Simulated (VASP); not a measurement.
## What spin-orbit coupling changes in TePb

What does spin-orbit coupling change in TePb, and what does it cost? All runs use r2SCAN. Left out of this account: 1 further run (fields: a reference on another mesh). The start is a cell from a database of measured crystal structures.

Main program and level: VASP 6.6.1; r2SCAN; plane waves and PAW (Te, Pb_d), in the first sound run; inputs show where later runs differ.

## 1. Starting point

It takes space group Fm-3m (No. 225, cubic). The conventional cell has a = 6.462 Å, b = 6.462 Å, c = 6.462 Å, α = 90.00°, β = 90.00°, γ = 90.00°. Te has 6 Pb at 3.23 Å nearest. Nearest to Pb lie 6 Te at 3.23 Å. Farther neighbours and most contacts between anions are not listed.

## 2. Bands along the symmetry lines (r2SCAN)

The mesh alone shows little of the dispersion and can miss band extrema, so KPOINTS_OPT adds a path through the symmetry points after the self-consistent cycle. r2SCAN adds the kinetic-energy density, costs more than a GGA and is run with LASPH.

INCAR reads:

```
SYSTEM = TePb
PREC = Accurate
ENCUT = 400
EDIFF = 1E-06
NELM = 100
ISMEAR = -1
SIGMA = 0.05
LREAL = .FALSE.
ALGO = Normal
METAGGA = R2SCAN
LASPH = .TRUE.
NBANDS = 22
LORBIT = 11
LWAVE = .FALSE.
LCHARG = .FALSE.
KPAR = 2
```

POSCAR reads:

```
TePb
1.0
    0.0000000000      3.2310000000      3.2310000000
    3.2310000000      0.0000000000      3.2310000000
    3.2310000000      3.2310000000      0.0000000000
Te Pb
1 1
Direct
    0.5000000000      0.5000000000      0.5000000000
    0.0000000000      0.0000000000      0.0000000000
```

KPOINTS reads:

```
Automatic mesh
0
Gamma
6 6 6
0 0 0
```

KPOINTS_OPT reads:

```
Line mode
16
Line-mode
Reciprocal
  0.00000000   0.00000000   0.00000000 GAMMA
  0.50000000   0.00000000   0.50000000 X

  0.50000000   0.00000000   0.50000000 X
  0.50000000   0.25000000   0.75000000 W

  0.50000000   0.25000000   0.75000000 W
  0.37500000   0.37500000   0.75000000 K

  0.37500000   0.37500000   0.75000000 K
  0.00000000   0.00000000   0.00000000 GAMMA

  0.00000000   0.00000000   0.00000000 GAMMA
  0.50000000   0.50000000   0.50000000 L

  0.50000000   0.50000000   0.50000000 L
  0.62500000   0.25000000   0.62500000 U

  0.62500000   0.25000000   0.62500000 U
  0.50000000   0.25000000   0.75000000 W

  0.50000000   0.25000000   0.75000000 W
  0.50000000   0.50000000   0.50000000 L

  0.50000000   0.50000000   0.50000000 L
  0.37500000   0.37500000   0.75000000 K

  0.62500000   0.25000000   0.62500000 U
  0.50000000   0.00000000   0.50000000 X
```

The projector-augmented-wave data sets are Te and Pb_d (PBE family, release 64).

On the command line:

```bash
mpirun -np 2 vasp_std
```

What it wrote:

```text
[banner, memory and clock lines left out]
running    2 mpi-ranks, on    1 nodes
 distrk:  each k-point on    1 cores,    2 groups
 distr:  one band on    1 cores,    1 groups

 POSCAR found type information on POSCAR TePb
 POSCAR found :  2 types and       2 ions
|                                                                             |
|               ----> ADVICE to this user running VASP <----                  |
|                                                                             |
|     You enforced a specific xc type in the INCAR file but a different       |
|     [... a line on the potential file left out ...]
|     I HOPE YOU KNOW WHAT YOU ARE DOING!                                     |
|                                                                             |

 LDA part: xc-table for (None), standard interpolation
 POSCAR, INCAR and KPOINTS ok, starting setup
 FFT: planning ... GRIDC
 FFT: planning ... GRID_SOFT
 FFT: planning ... GRID
 WAVECAR not read
 entering main loop
       N       E                     dE             d eps       ncg     rms          rms(c)
DAV:   1     0.746139375595E+02    0.74614E+02   -0.76585E+03   704   0.747E+02
DAV:   2    -0.759272864360E+02   -0.15054E+03   -0.14315E+03   758   0.238E+02
DAV:   3    -0.867524571601E+02   -0.10825E+02   -0.10764E+02   868   0.707E+01
DAV:   4    -0.870507277831E+02   -0.29827E+00   -0.29815E+00   846   0.124E+01
DAV:   5    -0.870650788675E+02   -0.14351E-01   -0.14351E-01  1038   0.275E+00    0.339E+00
DAV:   6    -0.827032151857E+02    0.43619E+01   -0.13717E+00   942   0.156E+01    0.272E+00
DAV:   7    -0.826835923006E+02    0.19623E-01   -0.77439E-02   854   0.216E+00    0.156E+00
DAV:   8    -0.826918334442E+02   -0.82411E-02   -0.29533E-02   812   0.135E+00    0.690E-01
DAV:   9    -0.826942701421E+02   -0.24367E-02   -0.49805E-03   836   0.528E-01    0.292E-01
DAV:  10    -0.826940466290E+02    0.22351E-03   -0.78760E-04   842   0.263E-01    0.975E-02
DAV:  11    -0.826940575067E+02   -0.10878E-04   -0.31236E-05   874   0.256E-02    0.103E-01
DAV:  12    -0.826940566600E+02    0.84670E-06   -0.75060E-07   654   0.734E-03
   1 F= -.82694057E+02 E0= -.82694056E+02  d E =-.160175E-05
 Start KPOINTS_OPT (optional k-point list driver)
k-point batch [1-16\160]
       N       E                     dE             ncg
DAV:   1     0.919781191150E+03   -0.35696E+04      704
DAV:   2    -0.164644743313E+04   -0.25662E+04      752
DAV:   3    -0.181773231007E+04   -0.17128E+03      872
DAV:   4    -0.182221067856E+04   -0.44784E+01      802
DAV:   5    -0.182244352139E+04   -0.23284E+00     1062
DAV:   6    -0.182244879746E+04   -0.52761E-02      906
DAV:   7    -0.182244885015E+04   -0.52694E-04     1046
DAV:   8    -0.182244885073E+04   -0.57278E-06      610
[...]
k-point batch [145-160\160]
       N       E                     dE             ncg
DAV:   1     0.668363342740E+03   -0.81070E+04      704
DAV:   2    -0.174430326536E+04   -0.24127E+04      730
DAV:   3    -0.191989550799E+04   -0.17559E+03      942
DAV:   4    -0.192459365105E+04   -0.46981E+01      874
DAV:   5    -0.192483441718E+04   -0.24077E+00      982
DAV:   6    -0.192484096576E+04   -0.65486E-02      962
DAV:   7    -0.192484103015E+04   -0.64387E-04     1004
DAV:   8    -0.192484103082E+04   -0.66496E-06      770
```

Run time: 7.5 min. Hardware: 2 MPI ranks of AMD EPYC 7R43, shared host; peak memory 0.31 GiB; 14 min of CPU time.

Lines that name or quote the potential files are left out of all logs, and their timing lines are given in words.

From OUTCAR (step 2):

```text
ion  position               nearest neighbor table
   1  0.500  0.500  0.500-   2 3.23   2 3.23   2 3.23   2 3.23   2 3.23   2 3.23
   2  0.000  0.000  0.000-   1 3.23   1 3.23   1 3.23   1 3.23   1 3.23   1 3.23

  LATTYP: Found a face centered cubic cell.
 ALAT       =     6.4620000000

 Subroutine GETGRP returns: Found 48 space group operations
 (whereof 48 operations were pure point group operations)

The static configuration has the point symmetry O_h .

 Found     16 irreducible k-points:

   k-points           NKPTS =     16   k-points in BZ     NKDIM =     16   number of bands    NBANDS=     22

   dimension x,y,z NGX =    30 NGY =   30 NGZ =   30
   dimension x,y,z NGXF=    60 NGYF=   60 NGZF=   60

   ENCUT  =  400.0 eV  29.40 Ry    5.42 a.u.   7.45  7.45  7.45*2*pi/ulx,y,z

   NELECT =      20.0000    total number of electrons

 k-points in reciprocal lattice and weights: Automatic mesh
   0.00000000  0.00000000  0.00000000       0.005
   0.16666667  0.00000000  0.00000000       0.037
   0.33333333  0.00000000  0.00000000       0.037
   0.50000000  0.00000000  0.00000000       0.019
   0.16666667  0.16666667  0.00000000       0.028
   0.33333333  0.16666667  0.00000000       0.111
   0.50000000  0.16666667  0.00000000       0.111
  -0.33333333  0.16666667  0.00000000       0.111
  -0.16666667  0.16666667  0.00000000       0.056
[...]
-0.33333333  0.33333333  0.16666667       0.111
  -0.33333333  0.50000000  0.16666667       0.056

 average (electrostatic) potential at core
       1 -93.1313       2 -97.8143

 E-fermi :   6.0311

 k-point     1 :       0.0000    0.0000    0.0000
  band No.  band energies     occupation
    ...
      6      -7.0034      2.00000
      7      -0.1156      2.00000
      8       4.0173      2.00000
      9       4.0173      2.00000
     10       4.0173      2.00000
     11       9.8635      0.00000
     12       9.8635      0.00000
     13       9.8635      0.00000
     14      11.6932      0.00000
     15      11.6932      0.00000
    ...

 k-point     2 :       0.1667    0.0000    0.0000
  band No.  band energies     occupation
    ...
      6      -6.7546      2.00000
      7      -0.9359      2.00000
      8       4.0956      2.00000
      9       4.0956      2.00000
     10       4.4894      2.00000
     11       8.6914      0.00000
     12       8.8745      0.00000
     13       8.8745      0.00000
     14      11.5558      0.00000
     15      12.2175      0.00000
    ...

 k-point     3 :       0.3333    0.0000    0.0000
  band No.  band energies     occupation
    ...
      6      -6.0746      2.00000
      7      -2.4572      2.00000
      8       4.3213      2.00000
      9       4.3213      2.00000
     10       5.1517      2.00000
     11       7.2380      0.00000
     12       7.5249      0.00000
     13       7.5250      0.00000
     14      12.5477      0.00000
     15      13.6229      0.00000
    ...

  Total        0.5936082      0.5936082      0.5936082      0.0000000      0.0000000     -0.0000000
  in kB       14.0983925     14.0983925     14.0983925      0.0000000      0.0000000     -0.0000000
  external PRESSURE =      14.0983925 kB  Pullay stress =       0.0000000 kB

  energy-cutoff  :      400.00
  volume of cell :       67.46
      direct lattice vectors                 reciprocal lattice vectors
     0.000000000  3.231000000  3.231000000    -0.154750851  0.154750851  0.154750851
     3.231000000  0.000000000  3.231000000     0.154750851 -0.154750851  0.154750851
     3.231000000  3.231000000  0.000000000     0.154750851  0.154750851 -0.154750851

 POSITION                                       TOTAL-FORCE (eV/Angst)
 -----------------------------------------------------------------------------------
      3.23100      3.23100      3.23100         0.000000      0.000000     -0.000000
      0.00000      0.00000      0.00000        -0.000000     -0.000000      0.000000
 -----------------------------------------------------------------------------------
    total drift:                               -0.000000      0.000000      0.000000

  FREE ENERGIE OF THE ION-ELECTRON SYSTEM (eV)
  ---------------------------------------------------
  free  energy   TOTEN  =       -82.6940566600 eV

  energy  without entropy=      -82.6940550583  energy(sigma->0) =      -82.69405586

 total charge
# of ion       s       p       d       tot
------------------------------------------
    1        1.374   2.053   0.018   3.446
    2        1.457   0.564   9.827  11.848
--------------------------------------------------
tot          2.832   2.618   9.845  15.295

[... 3 further parts left out ...]
```

Spin-orbit coupling is off here; with elements this heavy it splits and shifts levels by tenths of an eV or more. The PAW data sets were made with PBE, which is usual practice but a small mismatch for other functionals.

Numbers from this step:

| Property | Result |
| --- | --- |
| SCF cycles | 12 |
| electrons | 20 |
| bands | 22 |
| irreducible k-points | 16 |
| symmetry operations | 48 |
| free energy (TOTEN) | -82.6941 eV |
| Fermi energy | 6.031 eV |
| pressure | 1.410 GPa |
| metallic | no |
| least gap on mesh and path | 1.018 eV |
| least direct gap on mesh and path | 1.018 eV |
| valence top at k | 0.5, 0, 0 |
| conduction bottom at k | 0.5, 0, 0 |
| least direct gap at k | 0.5, 0, 0 |

Electronic bands along the path, in eV, zero at the valence-band top; v1 is the highest filled band, c1 the lowest empty one:

```
          point     v4     v3     v2     v1    c1    c2    c3    c4
              Γ  -5.64  -1.50  -1.50  -1.50  4.35  4.35  4.35  6.17
0.47 of the way  -6.93  -2.24  -2.24  -1.17  2.51  4.48  4.72  4.72
              X  -7.51  -4.70  -2.98  -2.98  3.58  5.83  5.83  7.17
0.47 of the way  -7.87  -4.53  -3.27  -2.09  4.12  4.14  6.11  6.77
              W  -8.26  -3.97  -3.97  -0.45  1.89  5.57  5.57  7.25
0.47 of the way  -8.24  -4.21  -3.42  -1.04  2.53  4.91  6.11  6.29
              K  -8.24  -4.31  -2.45  -2.17  3.86  4.01  5.48  6.34
0.53 of the way  -7.37  -2.50  -0.91  -0.21  1.68  1.89  4.46  6.37
              Γ  -5.64  -1.50  -1.50  -1.50  4.35  4.35  4.35  6.17
0.47 of the way  -7.05  -1.35  -1.35  -0.75  2.54  2.78  2.78  6.26
              L  -8.90  -1.02  -1.02   0.00  1.02  1.41  1.41  8.95
0.53 of the way  -8.66  -3.03  -1.76  -1.31  2.50  2.57  4.31  7.03
              U  -8.24  -4.31  -2.45  -2.17  3.86  4.01  5.48  6.34
0.47 of the way  -8.24  -4.23  -3.31  -1.19  2.70  4.82  6.13  6.16
              W  -8.26  -3.97  -3.97  -0.45  1.89  5.57  5.57  7.25
0.53 of the way  -8.65  -2.78  -2.54  -0.55  1.51  3.61  4.06  7.32
              L  -8.90  -1.02  -1.02   0.00  1.02  1.41  1.41  8.95
0.47 of the way  -8.71  -2.74  -1.64  -1.15  2.26  2.36  3.88  7.30
              K  -8.24  -4.31  -2.45  -2.17  3.86  4.01  5.48  6.34
      jump to U  -8.24  -4.31  -2.45  -2.17  3.86  4.01  5.48  6.34
0.53 of the way  -7.72  -4.61  -2.86  -2.77  3.85  5.28  5.44  6.96
              X  -7.51  -4.70  -2.98  -2.98  3.58  5.83  5.83  7.17
```

Of the projections kept (Te, Pb), the largest for each band there; the rest of the weight can lie on other orbitals:

```
point       v4       v3       v2       v1       c1       c2       c3       c4
    Γ  Pb 0.63  Te 0.80  Te 0.80  Te 0.80  Pb 0.78  Pb 0.78  Pb 0.78  Te 0.62
    X  Pb 0.86  Te 0.65  Te 0.71  Te 0.71  Te 0.55  Pb 0.60  Pb 0.60  Te 0.59
    W  Pb 0.96  Te 0.66  Te 0.66  Te 0.82  Pb 0.84  Te 0.75  Te 0.75  Pb 0.73
    K  Pb 0.93  Te 0.65  Te 0.73  Te 0.61  Te 0.54  Pb 0.62  Pb 0.72  Te 0.64
    Γ  Pb 0.63  Te 0.80  Te 0.80  Te 0.80  Pb 0.78  Pb 0.78  Pb 0.78  Te 0.62
    L  Pb 0.91  Te 0.94  Te 0.94  Te 0.60  Pb 0.64  Pb 0.91  Pb 0.91  Te 0.78
```

The gap is 1.02 eV, direct.

(Part 1 of 4 ends here.)

[Lines on the potential files, build, host, timing and source positions are cut from VASP's logs without a mark.]

[Logs are printed without paths, hosts, clocks, repeated set-up lines and the standing remarks that a program may print on its own settings, such as how far it seeks lower states.]

[Hosts, paths, dates, database ids (printed as entryN), source tags and the programs' standing remarks are cut or masked in the printed files.]

[A measured line is paired with the nearest computed mode of its activity, which favours agreement.]
